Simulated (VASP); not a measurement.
Runs of VASP 6.6.1 on Si3N4. It takes space group P6_3/m (No. 176, hexagonal). The conventional cell has a = 7.600 Å, b = 7.600 Å, c = 2.910 Å, α = 90.00°, β = 90.00°, γ = 120.00°. Si (site symmetry m) is surrounded by 4 N at 1.73 to 1.74 Å. N (site symmetry -6) is surrounded by 3 Si at 1.74 Å. N (site symmetry m) has 3 Si at 1.73 to 1.74 Å as nearest neighbours. The cell was built by a generator and isn't the measured one.

```csv
level,potentials or basis,gap on the mesh (eV),pressure (GPa),relaxed volume (Å³/atom),largest force (eV/Å)
PBE+D3(BJ),"VASP PAW PBE potentials, release 64 (Si, N)",4.33,0.1,10.43,0.01
r2SCAN,"VASP PAW PBE potentials, release 64 (Si, N)",(a),0.0,10.40,0.01
LDA,"VASP PAW LDA potentials, release 64 (Si, N)",4.22,0.1,(b),0.01
PBE,"VASP PAW PBE potentials, release 64 (Si, N)",(c),0.0,10.62,0.01
```

Alike in all rows: task relaxation of cell and atoms; no spin polarisation; cell relaxed; k mesh 3 × 3 × 8; cutoff (eV) 600; smearing gaussian 0.05 eV.

Estimate the missing entries.

(a) 5.01; (b) 10.27; (c) 4.27.

Caveats: an odd mesh through Γ misses points on the zone boundary, where band edges often lie; the PAW data sets were made with another functional, which shifts forces and pressure a little (some runs).

Not every run made on this cell is shown here.
